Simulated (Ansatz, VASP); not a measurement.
# One calculation of NbAl3N4, two programs

The input INCAR:

```
SYSTEM = NbAl3N4
PREC = Accurate
ENCUT = 600
EDIFF = 1E-6
ISMEAR = 0
SIGMA = 0.1
LREAL = .False.
LASPH = .True.
NELM = 100
ALGO = Normal
ISIF = 3
LWAVE = .False.
LCHARG = .False.
GGA = PE
IBRION = 2
NSW = 100
EDIFFG = -0.01
```

KPOINTS

```
regular mesh
0
Gamma
  10 10 10
  0 0 0
```

POSCAR

```
NbAl3N4
1.0
    4.2154750708      0.0000000000      0.0000000000
    0.0000000000      4.2154750708      0.0000000000
    0.0000000000      0.0000000000      4.2154750708
Al Nb N
3 1 4
Direct
    0.0000000000      0.5000000000      0.5000000000
    0.5000000000      0.0000000000      0.5000000000
    0.5000000000      0.5000000000      0.0000000000
    0.0000000000      0.0000000000      0.0000000000
    0.5000000000      0.0000000000      0.0000000000
    0.0000000000      0.5000000000      0.0000000000
    0.0000000000      0.0000000000      0.5000000000
    0.5000000000      0.5000000000      0.5000000000
```

Input for Ansatz:

```yaml
crystal:
  lattice:
    - [4.2154750708, 0.0, 0.0]
    - [0.0, 4.2154750708, 0.0]
    - [0.0, 0.0, 4.2154750708]
  atoms:
    - { symbol: Al, position: [0.0, 0.5, 0.5] }
    - { symbol: Al, position: [0.5, 0.0, 0.5] }
    - { symbol: Al, position: [0.5, 0.5, 0.0] }
    - { symbol: Nb, position: [0.0, 0.0, 0.0] }
    - { symbol: "N", position: [0.5, 0.0, 0.0] }
    - { symbol: "N", position: [0.0, 0.5, 0.0] }
    - { symbol: "N", position: [0.0, 0.0, 0.5] }
    - { symbol: "N", position: [0.5, 0.5, 0.5] }
basis:
  ecutwfc: 420
kpoints:
  mp_grid: { grid: [10, 10, 10] }
hamiltonian:
  xc: pbe
scf:
  occupations: { method: gaussian, width: 0.1 }
output:
  forces: true
  stress: true
  eigenvalues: true
relax:
  adjacent_minimum: "off"
  f_tol: 0.01
  max_steps: 80
  cell: { stress_tol: 0.05 }
```

Alike in both runs: task relaxation of cell and atoms; functional PBE; k mesh 10 × 10 × 10; occupations gaussian, width 0.1 eV; no spin polarisation.

|  | VASP | Ansatz |
| --- | --- | --- |
| version | VASP 6.6.1 | Ansatz 0.2.0 |
| potentials or method | VASP PAW PBE potentials, release 64 (Al, Nb_sv, N) | scalar-relativistic, plane waves, PAW |
| plane-wave cutoff (eV) | 600 | 420 |
| valence electrons in the cell | 42 | 42 |

|  | VASP | Ansatz | Ansatz less VASP |
| --- | --- | --- | --- |
| gap on the k mesh at the Fermi level, each at its own relaxed structure (eV) | none | none | - |
| relaxed volume (Å³/atom) | 9.35 | 9.37 | +0.018 |
| relaxed cell length with the largest relative difference (Å) | 4.213 | 4.216 | +0.0027 |

A gap of «none» marks a metal or a gap that the smearing closes.
